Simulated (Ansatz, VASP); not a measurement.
# BaZrO3: VASP beside Ansatz, part 2 of 3

Wanted: the spread between two codes on one cell, functional and k mesh. The cell is taken from a series of VASP runs on this material, whose earlier steps may have relaxed, scaled or displaced it; both programs get it as it stands.

VASP 6.6.1 and Ansatz 0.2.0.

So far: The structure; Ansatz: zone-centre phonons, LDA.

### Step 3. VASP: zone-centre phonons, LDA

Level of this step: LDA; plane waves and PAW (Ba_sv, Zr_sv, O) (VASP).

The same cell, functional (in two slightly different forms) and mesh now go to VASP, with its own data sets and cutoff.

Lines of VASP's logs that name or quote its potential files are left out, and so is its time.

Input file INCAR:

```
SYSTEM = BaZrO3
PREC = Accurate
ENCUT = 520
EDIFF = 1E-08
NELM = 100
ISMEAR = -1
SIGMA = 0.05
LREAL = .FALSE.
ALGO = Normal
GGA = CA
NBANDS = 26
LORBIT = 11
LWAVE = .FALSE.
LCHARG = .FALSE.
KPAR = 2
IBRION = 8
LEPSILON = .TRUE.
ISIF = 2
```

Input file POSCAR:

```
BaZrO3
1.0
    4.1594782607      0.0000000000      0.0000000000
    0.0000000000      4.1594782607      0.0000000000
    0.0000000000      0.0000000000      4.1594782607
Ba Zr O
1 1 3
Direct
    0.0000000000      0.0000000000      0.0000000000
    0.5000000000      0.5000000000      0.5000000000
    0.5000000000      0.5000000000      0.0000000000
    0.5000000000      0.0000000000      0.5000000000
    0.0000000000      0.5000000000      0.5000000000
```

Input file KPOINTS:

```
Automatic mesh
0
Gamma
5 5 5
0 0 0
```

Potentials, in the order of the species: Ba_sv, Zr_sv and O (LDA family, release 64).

Command:

```bash
> mpirun -np 2 vasp_std
```

What it wrote:

```text
[banner, memory and clock lines left out]
running    2 mpi-ranks, on    1 nodes
 distrk:  each k-point on    1 cores,    2 groups
 distr:  one band on    1 cores,    1 groups

 POSCAR found type information on POSCAR BaZrO
 POSCAR found :  3 types and       5 ions
 LDA part: xc-table for (Slater(with rela. corr.)+CA(PZ))
 , standard interpolation
 POSCAR, INCAR and KPOINTS ok, starting setup
 FFT: planning ... GRIDC
 FFT: planning ... GRID_SOFT
 FFT: planning ... GRID
 WAVECAR not read
 entering main loop
       N       E                     dE             d eps       ncg     rms          rms(c)
DAV:   1     0.306994148499E+03    0.30699E+03   -0.22158E+04   520   0.151E+03
DAV:   2    -0.333012628305E+02   -0.34030E+03   -0.33453E+03   646   0.375E+02
DAV:   3    -0.525703945062E+02   -0.19269E+02   -0.19217E+02   806   0.835E+01
DAV:   4    -0.530655814867E+02   -0.49519E+00   -0.49479E+00   736   0.108E+01
DAV:   5    -0.530739516086E+02   -0.83701E-02   -0.83692E-02   742   0.119E+00    0.306E+01
DAV:   6    -0.459695203931E+02    0.71044E+01   -0.40031E+01   594   0.406E+01    0.140E+01
DAV:   7    -0.458096038880E+02    0.15992E+00   -0.30871E+00   740   0.101E+01    0.850E+00
DAV:   8    -0.457445074636E+02    0.65096E-01   -0.31814E-01   634   0.432E+00    0.657E-01
DAV:   9    -0.457402926696E+02    0.42148E-02   -0.51183E-02   754   0.130E+00    0.484E-01
DAV:  10    -0.457402611126E+02    0.31557E-04   -0.12936E-02   730   0.954E-01    0.252E-01
DAV:  11    -0.457398993745E+02    0.36174E-03   -0.22017E-03   668   0.410E-01    0.282E-02
DAV:  12    -0.457399011380E+02   -0.17635E-05   -0.10908E-04   720   0.729E-02    0.263E-02
DAV:  13    -0.457398992325E+02    0.19055E-05   -0.80444E-06   650   0.200E-02    0.281E-03
DAV:  14    -0.457398992494E+02   -0.16935E-07   -0.71006E-07   664   0.659E-03    0.302E-03
DAV:  15    -0.457398992349E+02    0.14531E-07   -0.63713E-08   644   0.225E-03    0.677E-04
DAV:  16    -0.457398992338E+02    0.10737E-08   -0.11709E-08   498   0.846E-04
   1 F= -.45739899E+02 E0= -.45739899E+02  d E =-.414642E-10
 Linear response reoptimize wavefunctions to high precision
DAV:   1    -0.457398992339E+02   -0.86402E-10   -0.28789E-09   386   0.368E-04
DAV:   2    -0.457398992340E+02   -0.14825E-09   -0.30230E-10   302   0.100E-04
DAV:   3    -0.457398992340E+02    0.45929E-10   -0.10498E-10   302   0.478E-05
 Linear response G [H, r] |phi>, progress :
  Direction:   1
       N       E                     dE             d eps       ncg     rms
RMM:   1    -0.138421730780E+03   -0.13842E+03    0.11204E+03  1145   0.157E+02
RMM:   2    -0.134423311732E+03    0.39984E+01   -0.41112E+01   979   0.303E+01
RMM:   3    -0.135930621549E+03   -0.15073E+01   -0.87556E+00  1133   0.953E+00
RMM:   4    -0.136329206924E+03   -0.39859E+00   -0.13766E+00  1218   0.363E+00
RMM:   5    -0.136395625595E+03   -0.66419E-01   -0.23236E-01  1217   0.141E+00
RMM:   6    -0.136409870935E+03   -0.14245E-01   -0.11358E+00  1246   0.594E-01
RMM:   7    -0.136417985936E+03   -0.81150E-02   -0.15093E-01  1209   0.308E-01
RMM:   8    -0.136417970871E+03    0.15066E-04    0.29523E-01  1194   0.175E-01
RMM:   9    -0.136416812061E+03    0.11588E-02    0.22615E-01  1200   0.110E-01
RMM:  10    -0.136417169643E+03   -0.35758E-03    0.15051E-01  1173   0.736E-02
RMM:  11    -0.136416781670E+03    0.38797E-03    0.12668E-01  1132   0.503E-02
RMM:  12    -0.136417082183E+03   -0.30051E-03    0.76961E-02  1112   0.371E-02
RMM:  13    -0.136416808550E+03    0.27363E-03    0.75880E-02  1090   0.275E-02
RMM:  14    -0.136417029556E+03   -0.22101E-03    0.35440E-02  1074   0.220E-02
RMM:  15    -0.136416832093E+03    0.19746E-03    0.42458E-02  1035   0.178E-02
RMM:  16    -0.136416904478E+03   -0.72385E-04    0.18141E-02  1019   0.155E-02
RMM:  17    -0.136416785934E+03    0.11854E-03    0.23359E-02  1015   0.138E-02
RMM:  18    -0.136416819319E+03   -0.33385E-04    0.11879E-02   994   0.128E-02
RMM:  19    -0.136416758087E+03    0.61232E-04    0.11975E-02   977   0.121E-02
RMM:  20    -0.136416810358E+03   -0.52271E-04    0.69172E-03   951   0.117E-02
RMM:  21    -0.136416764817E+03    0.45542E-04    0.74192E-03   932   0.114E-02
RMM:  22    -0.136416783074E+03   -0.18258E-04    0.50824E-03   926   0.113E-02
 Linear response G [H, r] |phi>, progress :
  Direction:   2
       N       E                     dE             d eps       ncg     rms
RMM:   1    -0.154651479306E+03   -0.15465E+03    0.10032E+03  1152   0.159E+02
RMM:   2    -0.151379284553E+03    0.32722E+01   -0.58702E+01   964   0.327E+01
RMM:   3    -0.153245932297E+03   -0.18666E+01   -0.12802E+01  1171   0.108E+01
RMM:   4    -0.153688366553E+03   -0.44243E+00   -0.20187E+00  1255   0.423E+00
RMM:   5    -0.153767347162E+03   -0.78981E-01   -0.40391E-01  1263   0.168E+00
RMM:   6    -0.153785633760E+03   -0.18287E-01   -0.15149E+00  1273   0.676E-01
RMM:   7    -0.153793687163E+03   -0.80534E-02   -0.20140E+00  1239   0.341E-01
[...]
RMM:  11    -0.200367761074E+00   -0.21023E-06    0.77247E-08  2230   0.718E-04    0.389E-05
RMM:  12    -0.200367992549E+00   -0.23147E-06   -0.95936E-07  2279   0.543E-04    0.186E-05
RMM:  13    -0.200368092673E+00   -0.10012E-06    0.73245E-08  2284   0.441E-04    0.630E-06
RMM:  14    -0.200367991749E+00    0.10092E-06   -0.38578E-07  2246   0.376E-04    0.138E-05
[...]
RMM:   4    -0.706046685116E+00   -0.20240E-02   -0.90023E-03  2049   0.224E-01    0.439E-02
RMM:   5    -0.706216266786E+00   -0.16958E-03   -0.60545E-04  2086   0.764E-02    0.208E-02
RMM:   6    -0.706115612162E+00    0.10065E-03   -0.12462E-04  2115   0.365E-02    0.235E-03
RMM:   7    -0.706118750639E+00   -0.31385E-05   -0.36674E-05  2109   0.164E-02    0.186E-03
RMM:   8    -0.706119455465E+00   -0.70483E-06   -0.24602E-05  2202   0.842E-03    0.876E-04
RMM:   9    -0.706122181303E+00   -0.27258E-05   -0.10383E-05  2271   0.474E-03    0.255E-04
RMM:  10    -0.706124970741E+00   -0.27894E-05   -0.82408E-07  2273   0.301E-03    0.116E-04
RMM:  11    -0.706124704122E+00    0.26662E-06    0.34281E-06  2327   0.207E-03    0.151E-04
RMM:  12    -0.706124165850E+00    0.53827E-06   -0.28676E-07  2240   0.157E-03    0.210E-04
RMM:  13    -0.706123123298E+00    0.10426E-05    0.13627E-06  2225   0.127E-03    0.250E-04
RMM:  14    -0.706120336585E+00    0.27867E-05   -0.88766E-07  2090   0.122E-03    0.463E-04
[...]
RMM:  32    -0.706133332676E+00    0.25985E-07    0.42968E-07  2310   0.359E-04    0.123E-05
RMM:  33    -0.706133286374E+00    0.46302E-07    0.36797E-07  2255   0.354E-04    0.143E-05
RMM:  34    -0.706133301900E+00   -0.15526E-07    0.81654E-07  2191   0.350E-04    0.166E-05
RMM:  35    -0.706133295684E+00    0.62161E-08    0.62315E-07  2023   0.346E-04    0.174E-05
RMM:  36    -0.706133275883E+00    0.19801E-07    0.51561E-07  2221   0.343E-04    0.198E-05
RMM:  37    -0.706133251505E+00    0.24378E-07    0.31007E-07  2011   0.340E-04    0.204E-05
RMM:  38    -0.706133258894E+00   -0.73894E-08    0.76244E-07  2001   0.337E-04    0.209E-05
RMM:  39    -0.706133197196E+00    0.61698E-07    0.59184E-07  2159   0.335E-04    0.233E-05
 first order change of Fermi-energy  -0.74236E-02
 force on displaced ion       2 direction 1 :  -9.505   0.000   0.000
 Born effective charge ion    2 direction 1 :   6.129   0.000   0.000
 Linear response progress:
  Degree of freedom:   3/  4
       N       E                     dE             d eps       ncg     rms          rms(c)
RMM:   1    -0.370450271457E+00   -0.37045E+00    0.18498E-01  2850   0.264E+00
RMM:   2    -0.360087275661E+00    0.10363E-01   -0.11569E-02  2421   0.399E-01    0.117E-01
RMM:   3    -0.361293653398E+00   -0.12064E-02   -0.20105E-03  2493   0.151E-01    0.599E-02
RMM:   4    -0.362727265359E+00   -0.14336E-02   -0.76343E-04  2507   0.114E-01    0.153E-02
RMM:   5    -0.362756183053E+00   -0.28918E-04   -0.13901E-04  3017   0.347E-02    0.504E-03
RMM:   6    -0.362781128617E+00   -0.24946E-04   -0.18624E-05  3187   0.126E-02    0.169E-03
RMM:   7    -0.362782253540E+00   -0.11249E-05    0.62681E-06  3208   0.578E-03    0.854E-04
RMM:   8    -0.362780545780E+00    0.17078E-05    0.18923E-05  3291   0.329E-03    0.310E-04
RMM:   9    -0.362780303537E+00    0.24224E-06    0.21446E-06  3288   0.199E-03    0.233E-04
RMM:  10    -0.362781849310E+00   -0.15458E-05    0.64328E-06  3283   0.139E-03    0.689E-05
RMM:  11    -0.362782048665E+00   -0.19936E-06    0.50044E-06  3360   0.947E-04    0.443E-05
RMM:  12    -0.362782528070E+00   -0.47940E-06    0.43351E-06  3408   0.708E-04    0.295E-05
RMM:  13    -0.362782660144E+00   -0.13207E-06    0.30228E-06  3453   0.541E-04    0.205E-05
RMM:  14    -0.362782854403E+00   -0.19426E-06    0.23485E-06  3363   0.446E-04    0.523E-06
[...]
RMM:  21    -0.362783066869E+00   -0.56843E-07    0.39760E-07  3248   0.261E-04    0.346E-06
RMM:  22    -0.362783099509E+00   -0.32640E-07    0.32120E-07  3078   0.255E-04    0.201E-06
RMM:  23    -0.362783059188E+00    0.40321E-07    0.39717E-07  3000   0.252E-04    0.343E-06
RMM:  24    -0.362783093724E+00   -0.34536E-07    0.16855E-07  3100   0.249E-04    0.105E-06
RMM:  25    -0.362783070399E+00    0.23325E-07    0.35771E-07  2997   0.247E-04    0.306E-06
RMM:  26    -0.362783054195E+00    0.16204E-07    0.99338E-08  2963   0.245E-04    0.122E-06
RMM:  27    -0.362783082890E+00   -0.28695E-07    0.28245E-07  3002   0.244E-04    0.237E-06
RMM:  28    -0.362783080628E+00    0.22626E-08    0.73516E-08  2894   0.244E-04    0.128E-06
 first order change of Fermi-energy  -0.16824E+00
 force on displaced ion       3 direction 1 :  -2.360   0.000   0.000
 Born effective charge ion    3 direction 1 :  -2.030   0.000   0.000
 Linear response progress:
  Degree of freedom:   4/  4
       N       E                     dE             d eps       ncg     rms          rms(c)
RMM:   1    -0.380243333047E+00   -0.38024E+00    0.18826E-01  1922   0.281E+00
RMM:   2    -0.367374566611E+00    0.12869E-01   -0.42052E-02  1745   0.598E-01    0.163E-01
RMM:   3    -0.368859117787E+00   -0.14846E-02   -0.47662E-03  1734   0.259E-01    0.918E-02
RMM:   4    -0.370617714009E+00   -0.17586E-02   -0.14052E-03  1793   0.156E-01    0.284E-02
RMM:   5    -0.370907827494E+00   -0.29011E-03   -0.36963E-04  1976   0.621E-02    0.972E-03
RMM:   6    -0.370960386315E+00   -0.52559E-04   -0.83998E-05  2103   0.234E-02    0.629E-03
RMM:   7    -0.370937588784E+00    0.22798E-04   -0.64474E-05  1949   0.119E-02    0.153E-03
RMM:   8    -0.370949689607E+00   -0.12101E-04   -0.64865E-05  2085   0.596E-03    0.484E-04
RMM:   9    -0.370954428590E+00   -0.47390E-05   -0.41650E-05  2142   0.312E-03    0.384E-04
RMM:  10    -0.370956243719E+00   -0.18151E-05   -0.34795E-05  2181   0.185E-03    0.141E-04
RMM:  11    -0.370956845630E+00   -0.60191E-06   -0.16580E-05  2181   0.119E-03    0.494E-05
RMM:  12    -0.370956455162E+00    0.39047E-06   -0.15365E-05  2203   0.813E-04    0.782E-05
RMM:  13    -0.370956472076E+00   -0.16915E-07   -0.92570E-06  2258   0.593E-04    0.714E-05
RMM:  14    -0.370956496116E+00   -0.24040E-07   -0.82022E-06  2265   0.472E-04    0.102E-04
RMM:  15    -0.370956634947E+00   -0.13883E-06   -0.45894E-06  2137   0.393E-04    0.828E-05
RMM:  16    -0.370956559841E+00    0.75106E-07   -0.42031E-06  2192   0.340E-04    0.108E-04
RMM:  17    -0.370956649270E+00   -0.89429E-07   -0.28113E-06  2215   0.293E-04    0.110E-04
RMM:  18    -0.370956680314E+00   -0.31044E-07   -0.23389E-06  2236   0.268E-04    0.121E-04
RMM:  19    -0.370956652709E+00    0.27605E-07   -0.16956E-06  2154   0.242E-04    0.121E-04
 first order change of Fermi-energy   0.36054E-02
 force on displaced ion       3 direction 3 :   0.000   0.000 -13.861
 Born effective charge ion    3 direction 3 :   0.000   0.000  -4.840
 Born effective charges drift removed
 Linear response finished
```

(Part 2 of 3 ends here.)

[Lines on the potential files, build, host, timing and source positions are cut from VASP's logs without a mark.]

[Logs are printed without paths, hosts, clocks, repeated set-up lines and the standing remarks that a program may print on its own settings, such as how far it seeks lower states.]

[Hosts, paths, dates, database ids (printed as entryN), source tags and the programs' standing remarks are cut or masked in the printed files.]
